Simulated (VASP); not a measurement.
Output of a VASP run:

OSZICAR:
```
       N       E                     dE             d eps       ncg     rms          rms(c)
DAV:   1     0.229291670743E+03    0.22929E+03   -0.11439E+04   648   0.193E+03
DAV:   2     0.334158896483E+01   -0.22595E+03   -0.21807E+03  1040   0.301E+02
DAV:   3    -0.290626669493E+02   -0.32404E+02   -0.29014E+02   792   0.145E+02
DAV:   4    -0.304387230878E+02   -0.13761E+01   -0.13759E+01   984   0.307E+01
DAV:   5    -0.305020604526E+02   -0.63337E-01   -0.63332E-01  1112   0.573E+00    0.238E+01
DAV:   6    -0.310722907059E+02   -0.57023E+00   -0.12706E+02  1016   0.576E+01    0.404E+01
DAV:   7    -0.273859009646E+02    0.36864E+01   -0.30240E+02  1184   0.136E+02    0.168E+01
DAV:   8    -0.268056231799E+02    0.58028E+00   -0.43958E+00   808   0.231E+01    0.125E+01
DAV:   9    -0.251291237357E+02    0.16765E+01   -0.62672E+00   976   0.203E+01    0.304E+00
DAV:  10    -0.250425484363E+02    0.86575E-01   -0.24321E-01  1064   0.450E+00    0.244E+00
DAV:  11    -0.249631628692E+02    0.79386E-01   -0.11793E-01  1040   0.318E+00    0.193E+00
DAV:  12    -0.248950382284E+02    0.68125E-01   -0.20098E-01   976   0.432E+00    0.853E-01
DAV:  13    -0.249064046144E+02   -0.11366E-01   -0.49011E-01   992   0.610E+00    0.158E+00
DAV:  14    -0.248848276067E+02    0.21577E-01   -0.20406E-01  1008   0.393E+00    0.760E-02
DAV:  15    -0.248858632531E+02   -0.10356E-02   -0.56829E-03   944   0.668E-01    0.307E-01
DAV:  16    -0.248861406712E+02   -0.27742E-03   -0.20861E-02   896   0.131E+00    0.270E-01
DAV:  17    -0.248856401435E+02    0.50053E-03   -0.14309E-02   888   0.106E+00    0.135E-01
DAV:  18    -0.248855357707E+02    0.10437E-03   -0.29471E-04  1000   0.149E-01    0.916E-02
DAV:  19    -0.248854397349E+02    0.96036E-04   -0.57324E-04  1008   0.198E-01    0.159E-02
DAV:  20    -0.248854337272E+02    0.60076E-05   -0.61456E-05  1088   0.685E-02    0.699E-03
DAV:  21    -0.248854337107E+02    0.16530E-07   -0.10970E-06   792   0.819E-03    0.673E-03
DAV:  22    -0.248854332872E+02    0.42347E-06   -0.23930E-06  1032   0.117E-02    0.140E-03
DAV:  23    -0.248854335150E+02   -0.22779E-06   -0.84198E-07   704   0.875E-03    0.256E-03
DAV:  24    -0.248854334453E+02    0.69716E-07   -0.52382E-08   400   0.287E-03
   1 F= -.24885433E+02 E0= -.24885433E+02  d E =-.161447E-19
```

File OUTCAR:
```
------------------------ aborting loop because EDIFF is reached ----------------------------------------
  FORCE on cell =-STRESS in cart. coord.  units (eV):
  Direction    XX          YY          ZZ          XY          YZ          ZX
  --------------------------------------------------------------------------------------
  Total       -2.2596551     -2.2596551     -2.2596551      0.0000000     -0.0000000     -0.0000000
  in kB      -81.8646931    -81.8646931    -81.8646931      0.0000000     -0.0000000     -0.0000000
  external PRESSURE =     -81.8646931 kB  Pullay stress =       0.0000000 kB
  volume of cell :       44.22
      direct lattice vectors                 reciprocal lattice vectors
     0.000000000  2.806782130  2.806782130    -0.178139940  0.178139940  0.178139940
     2.806782130  0.000000000  2.806782130     0.178139940 -0.178139940  0.178139940
     2.806782130  2.806782130  0.000000000     0.178139940  0.178139940 -0.178139940
 POSITION                                       TOTAL-FORCE (eV/Angst)
 -----------------------------------------------------------------------------------
      0.00000      0.00000      0.00000        -0.000000     -0.000000     -0.000000
      1.40339      1.40339      1.40339        -0.000000      0.000000     -0.000000
      4.21017      4.21017      4.21017         0.000000      0.000000      0.000000
 -----------------------------------------------------------------------------------
    total drift:                                0.000000     -0.000000      0.000000
  FREE ENERGIE OF THE ION-ELECTRON SYSTEM (eV)
  ---------------------------------------------------
  free  energy   TOTEN  =       -24.8854334453 eV

  energy  without entropy=      -24.8854334453  energy(sigma->0) =      -24.88543345
```
(Selected blocks of OUTCAR.)

**POSCAR**
```
CeO2
1
    0.0000000000     2.8067821304     2.8067821304
    2.8067821304     0.0000000000     2.8067821304
    2.8067821304     2.8067821304     0.0000000000
Ce O
1 2
Direct
  0.0000000000   0.0000000000   0.0000000000
  0.2500000000   0.2500000000   0.2500000000
  0.7500000000   0.7500000000   0.7500000000
```

Question: Write an INCAR and KPOINTS that could have produced this output.

Answer: This is not unique; one that fits is the input of the run itself, RPBE GGA, plane waves, VASP's PBE PAW potentials (set 64).

**INCAR**
```
! general
SYSTEM  = CeO2
PREC    = Accurate
ENCUT   = 520
LREAL   = .FALSE.   ! projection in real space or not
LASPH   = .TRUE.

! electronic loop
EDIFF   = 1E-7   ! SCF stop (eV)
NELM    = 100   ! most electronic steps
ALGO    = Normal   ! blocked Davidson
LMAXMIX = 6

! smearing
ISMEAR  = 0
SIGMA   = 0.05   ! width (eV)

! functional
GGA     = RP   ! RPBE

! ions
ISIF    = 2   ! forces and stress, cell fixed

! output
LWAVE   = .FALSE.
LCHARG  = .FALSE.
```

KPOINTS:
```
Automatic mesh
0
Gamma
7 7 7
0 0 0
```

POTCAR, in this order: Ce O (PBE.64 set). Program: vasp_std.

The compound is CeO2 in the fluorite structure. This cell is one point of a volume scan, at 1.06 of the reference volume. The run is not spin-polarised, so no magnetic state was tried.
